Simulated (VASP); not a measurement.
OSZICAR of a VASP run on Tb (hcp):

**OSZICAR**
```
       N       E                     dE             d eps       ncg     rms          rms(c)
DAV:   1     0.412385091935E+02    0.41239E+02   -0.86779E+03  1976   0.118E+03
DAV:   2    -0.793043338993E+01   -0.49169E+02   -0.48041E+02  2111   0.252E+02
DAV:   3    -0.993174690880E+01   -0.20013E+01   -0.18394E+01  2682   0.302E+01
DAV:   4    -0.998053141715E+01   -0.48785E-01   -0.48292E-01  2172   0.447E+00
DAV:   5    -0.998153789582E+01   -0.10065E-02   -0.10057E-02  2807   0.560E-01    0.244E+01
DAV:   6    -0.997603320260E+01    0.55047E-02   -0.24293E-02  2218   0.128E+00    0.146E+01
DAV:   7    -0.998213706275E+01   -0.61039E-02   -0.43228E-02  2356   0.171E+00    0.229E-01
DAV:   8    -0.998169808112E+01    0.43898E-03   -0.25105E-03  2256   0.409E-01    0.595E-02
DAV:   9    -0.998169350114E+01    0.45800E-05   -0.22560E-04  2449   0.120E-01    0.311E-02
DAV:  10    -0.998168871186E+01    0.47893E-05   -0.29282E-05  2251   0.405E-02    0.329E-02
DAV:  11    -0.998168871662E+01   -0.47532E-08   -0.33622E-06  2221   0.143E-02    0.190E-03
DAV:  12    -0.998168886109E+01   -0.14447E-06   -0.32281E-07  2228   0.464E-03    0.271E-03
DAV:  13    -0.998168880987E+01    0.51221E-07   -0.17036E-08  1208   0.106E-03
   1 F= -.99816888E+01 E0= -.99818395E+01  d E =0.452182E-03
```

Q: Which electronic solver shows in the log?

A: It is blocked Davidson (ALGO = Normal, or the opening steps of other solvers). The INCAR had ALGO = Normal.

Q: Can the final energy be trusted as converged?

A: The calculation finished and met its thresholds. It stopped with EDIFF = 1E-7, NELM = 100 (PBEsol GGA, plane waves, VASP's PBE PAW potentials (set 64)). The 4f electrons are frozen in the core of the lanthanide potential, so 4f levels, which can set the real gap, and their magnetism are missing.

The compound is Tb in the hcp structure. It was relaxed first.
